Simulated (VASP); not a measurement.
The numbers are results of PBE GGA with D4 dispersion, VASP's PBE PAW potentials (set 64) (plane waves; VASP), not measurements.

The input files of a VASP run:

### INCAR
```
SYSTEM = Rb
PREC = Accurate; ENCUT = 520; LREAL = .FALSE.
LASPH = .TRUE.
EDIFF = 1E-7; NELM = 100; ALGO = Normal
LMAXMIX = 4
ISMEAR = 1; SIGMA = 0.1
GGA = PE; IVDW = 13
ISIF = 2
LWAVE = .FALSE.; LCHARG = .FALSE.
```

### KPOINTS
```
Automatic mesh
0
Gamma
9 9 9
0 0 0
```

POSCAR:
```
Rb
1
   -2.7950952273     2.7950952273     2.7950952273
    2.7950952273    -2.7950952273     2.7950952273
    2.7950952273     2.7950952273    -2.7950952273
Rb
1
Direct
  0.0000000000   0.0000000000   0.0000000000
```

POTCAR, in this order: Rb_sv (PBE.64 set). Program: vasp_std.

Output

### OUTCAR
```
 ion  position               nearest neighbor table
   1  0.000  0.000  0.000-
  LATTYP: Found a body centered cubic cell.
 ALAT       =     5.5901904546
 Subroutine PRICEL returns:
 Original cell was already a primitive cell.
 Subroutine GETGRP returns: Found 48 space group operations
The static configuration has the point symmetry O_h .
The dynamic configuration has the point symmetry O_h .
 Subroutine INISYM returns: Found 48 space group operations
 Subroutine IBZKPT returns following result:
 Found     35 irreducible k-points:

 Following reciprocal coordinates:
            Coordinates               Weight
  0.000000  0.000000  0.000000      1.000000
  0.111111  0.000000  0.000000     12.000000
  0.222222  0.000000  0.000000     12.000000
  0.333333  0.000000  0.000000     12.000000
  0.444444  0.000000  0.000000     12.000000
  0.111111  0.111111  0.000000     24.000000
  0.222222  0.111111  0.000000     48.000000
  0.333333  0.111111  0.000000     48.000000
  0.444444  0.111111  0.000000     24.000000
  0.222222  0.222222  0.000000     24.000000
...
```

### OSZICAR
```
       N       E                     dE             d eps       ncg     rms          rms(c)
DAV:   1     0.467487950020E+02    0.46749E+02   -0.33417E+03   560   0.816E+02
DAV:   2     0.176039034684E+01   -0.44988E+02   -0.44531E+02   616   0.144E+02
DAV:   3    -0.885418476281E+00   -0.26458E+01   -0.26453E+01   768   0.395E+01
DAV:   4    -0.935791896054E+00   -0.50373E-01   -0.50371E-01   952   0.486E+00
DAV:   5    -0.936044551126E+00   -0.25266E-03   -0.25266E-03   792   0.261E-01    0.129E+00
DAV:   6    -0.936402386160E+00   -0.35784E-03   -0.19437E-03   936   0.296E-01    0.784E-01
DAV:   7    -0.937235583379E+00   -0.83320E-03   -0.34894E-03   688   0.405E-01    0.477E-02
DAV:   8    -0.937343189947E+00   -0.10761E-03   -0.11741E-04   848   0.103E-01    0.185E-02
DAV:   9    -0.937354542532E+00   -0.11353E-04   -0.99198E-06   872   0.293E-02    0.473E-03
DAV:  10    -0.937354209943E+00    0.33259E-06   -0.36792E-06   872   0.126E-02    0.898E-04
DAV:  11    -0.937354221678E+00   -0.11735E-07   -0.56938E-08   680   0.191E-03
   1 F= -.10152323E+01 E0= -.10148846E+01  d E =-.104299E-02
```

**OUTCAR**
```
------------------------ aborting loop because EDIFF is reached ----------------------------------------
  Edisp (eV):   -0.07788
  FORCE on cell =-STRESS in cart. coord.  units (eV):
  Direction    XX          YY          ZZ          XY          YZ          ZX
  --------------------------------------------------------------------------------------
  Total      -0.01003    -0.01003    -0.01003    -0.00000    -0.00000     0.00000
  in kB      -0.18391    -0.18391    -0.18391    -0.00000    -0.00000     0.00000
  external pressure =       -0.18 kB  Pullay stress =        0.00 kB
  volume of cell :       87.35
      direct lattice vectors                 reciprocal lattice vectors
    -2.795095227  2.795095227  2.795095227     0.000000000  0.178884782  0.178884782
     2.795095227 -2.795095227  2.795095227     0.178884782  0.000000000  0.178884782
     2.795095227  2.795095227 -2.795095227     0.178884782  0.178884782  0.000000000
 POSITION                                       TOTAL-FORCE (eV/Angst)
 -----------------------------------------------------------------------------------
      0.00000      0.00000      0.00000         0.000000     -0.000000      0.000000
 -----------------------------------------------------------------------------------
    total drift:                               -0.000000      0.000000      0.000000
  FREE ENERGIE OF THE ION-ELECTRON SYSTEM (eV)
  ---------------------------------------------------
  free  energy   TOTEN  =        -1.0152322898 eV

  energy  without entropy=       -1.0141892991  energy(sigma->0) =       -1.01488463
```
(Selected blocks of OUTCAR.)

### OUTCAR
```
 val. band max:        0.0592130559   @ k =  -0.3333   0.4444   0.1111

 cond. band min:       0.1002758253   @ k =   0.4444   0.0000   0.0000


 Fermi energy:         0.0983748779

 k-point     1 :       0.0000    0.0000    0.0000
  band No.  band energies     occupation
      1     -28.7770      2.00000
      2     -12.8148      2.00000
      3     -12.8148      2.00000
      4     -12.8148      2.00000
      5      -1.9212      2.00000
      6       3.8229      0.00000
      7       3.8229      0.00000
      8       3.8229      0.00000

 k-point     2 :       0.1111    0.0000    0.0000
  band No.  band energies     occupation
      1     -28.7764      2.00000
      2     -12.8281      2.00000
      3     -12.8191      2.00000
      4     -12.8148      2.00000
      5      -1.7703      2.00000
      6       3.5747      0.00000
      7       3.6219      0.00000
      8       3.9639      0.00000

 k-point     3 :       0.2222    0.0000    0.0000
  band No.  band energies     occupation
      1     -28.7748      2.00000
      2     -12.8611      2.00000
      3     -12.8300      2.00000
      4     -12.8149      2.00000
      5      -1.3356      2.00000
      6       2.8061      0.00000
      7       3.2336      0.00000
      8       4.3789      0.00000

 k-point     4 :       0.3333    0.0000    0.0000
  band No.  band energies     occupation
      1     -28.7731      2.00000
      2     -12.8980      2.00000
      3     -12.8423      2.00000
      4     -12.8149      2.00000
      5      -0.6723      2.00000
      6       1.9557     -0.00000
      7       2.9019      0.00000
      8       4.6467      0.00000

 k-point     5 :       0.4444    0.0000    0.0000
  band No.  band energies     occupation
      1     -28.7720      2.00000
      2     -12.9217      2.00000
      3     -12.8503      2.00000
      4     -12.8149      2.00000
      5       0.1003      0.96783
      6       1.1508     -0.00000
      7       2.7215      0.00000
...
```

The compound is Rb in the bcc structure. It was relaxed first.
